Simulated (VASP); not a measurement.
A run of VASP 6.6.1 is set up as follows.

The input POSCAR:

```
FeSi
1.0
    4.5507000000      0.0000000000      0.0000000000
    0.0000000000      4.5507000000      0.0000000000
    0.0000000000      0.0000000000      4.5507000000
Fe Si
4 4
Direct
    0.1365200000      0.1365200000      0.1365200000
    0.3634800000      0.8634800000      0.6365200000
    0.6365200000      0.3634800000      0.8634800000
    0.8634800000      0.6365200000      0.3634800000
    0.8424000000      0.8424000000      0.8424000000
    0.6576000000      0.1576000000      0.3424000000
    0.3424000000      0.6576000000      0.1576000000
    0.1576000000      0.3424000000      0.6576000000
```

The input INCAR.step1:

```
SYSTEM = FeSi
PREC = Accurate
ENCUT = 600
EDIFF = 1E-8
ISMEAR = -1
SIGMA = 0.01
LREAL = .False.
LASPH = .True.
NELM = 100
ALGO = Normal
ISIF = 3
LWAVE = .False.
LCHARG = .False.
METAGGA = R2SCAN
LMIXTAU = .True.
IBRION = 2
NSW = 40
EDIFFG = -0.002
```

File INCAR.step2:

```
SYSTEM = FeSi
PREC = Accurate
ENCUT = 600
EDIFF = 1E-8
ISMEAR = -1
SIGMA = 0.01
LREAL = .False.
LASPH = .True.
NELM = 100
ALGO = Normal
ISIF = 2
LWAVE = .False.
LCHARG = .False.
METAGGA = R2SCAN
LMIXTAU = .True.
IBRION = 6
NFREE = 2
POTIM = 0.015
NSW = 1
```

KPOINTS

```
Automatic mesh
0
Gamma
  6 6 6
  0 0 0
```

Potentials or basis: VASP PAW PBE potentials, release 64 (Fe, Si).

Run with:

```console
$ cat potpaw_PBE.64/Fe/POTCAR potpaw_PBE.64/Si/POTCAR > POTCAR
$ cp INCAR.step1 INCAR
$ mpirun -np 1 vasp_std > vasp.out
$ cp CONTCAR POSCAR
$ cp INCAR.step2 INCAR
$ mpirun -np 1 vasp_std > vasp.out
```

Task: Predict the highest phonon frequency at Γ, LO-TO splitting left out.

Result: 489 cm⁻¹.

Task: Predict the relaxed cell.

Result: a = 4.405 Å, b = 4.405 Å, c = 4.405 Å, α = 90.00°, β = 90.00°, γ = 90.00°.

Task: Estimate the space group after relaxing (to 0.05 Å).

Result: P2_13 (No. 198).

Task: What does it give for the relaxed volume?

Result: 10.68 Å³/atom.

Step by step:
| step | energy change (eV) | largest force (eV/Å) | pressure (GPa) | volume (Å³) |
| --- | --- | --- | --- | --- |
| 1 | 0.0000 | 0.3071 | -20.11 | 94.24 |
| 2 | 0.6248 | 0.9799 | 43.21 | 75.48 |
| 3 | -0.6047 | 0.1211 | -0.79 | 85.80 |
| 4 | -0.6053 | 0.1344 | -0.15 | 85.59 |
| 5 | -0.6052 | 0.1451 | 0.36 | 85.42 |
| 6 | -0.6081 | 0.0513 | 0.39 | 85.37 |
| 7 | -0.6082 | 0.0287 | 0.40 | 85.35 |
| 8 | -0.6081 | 0.0067 | -0.58 | 85.66 |
| 9 | -0.6084 | 0.0164 | -0.05 | 85.49 |
| 10 | -0.6084 | 0.0161 | -0.07 | 85.49 |
| 11 | -0.6085 | 0.0052 | -0.02 | 85.47 |
| 12 | -0.6085 | 0.0042 | 0.00 | 85.46 |
| 13 | -0.6085 | 0.0030 | -0.01 | 85.46 |
| 14 | -0.6085 | 0.0010 | 0.01 | 85.45 |

Caveat: the PAW data sets were made with another functional, which shifts forces and pressure a little. Spin polarisation is off, so any magnetic state and its effect on volume and gap are missing.
